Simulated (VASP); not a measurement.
```
NiSb
1.0
    2.00430    -3.47155     0.00000
    2.00430     3.47155     0.00000
    0.00000     0.00000     5.23260
Ni Sb
2 2
Direct
  0.00000   0.00000   0.50000
  0.00000   0.00000   0.00000
  0.33333   0.66667   0.25000
  0.66667   0.33333   0.75000
```

The base run (VASP): PBE GGA, plane waves, VASP's PBE PAW potentials (set 64). Settings: 400 eV cut-off, 8×8×6 Γ-centred mesh, first-order Methfessel-Paxton smearing of 0.10 eV, potentials Ni Sb.

One setting is varied; ΔE counts from the most expensive setting. The base run took about 20 core-seconds. Costs are core time on shared hosts, one run each; read them as rough ratios.

The pressure holds a Pulay error that falls with the cut-off, as the column shows.

```csv
setting,cost over the base run,electronic steps,ΔE (meV/atom),pressure (GPa)
ENCUT = 250,(withheld),14,(withheld),(withheld)
ENCUT = 275,within a factor of 2,14,-1.3,-3.80
ENCUT = 475,within a factor of 2,14,-0.1,-3.13
base run,reference,14,-0.5,-3.30
ENCUT = 575,within a factor of 2,14,-0.1,-3.14
ENCUT = 525,within a factor of 2,14,-0.1,-3.12
ENCUT = 675,within a factor of 2,14,0.0,-3.13
ENCUT = 750,within a factor of 2,14,0.0,-3.11
```

### Question
What belongs in the gaps?

### Answer

- ENCUT = 250, cost over the base run: about 1/2
- ENCUT = 250, ΔE (meV/atom): 8.4
- ENCUT = 250, pressure (GPa): -6.60

Left out are runs that failed, have no time on record or changed the cell.

The compound is NiSb in the NiAs type structure. The cell was not relaxed at this level.
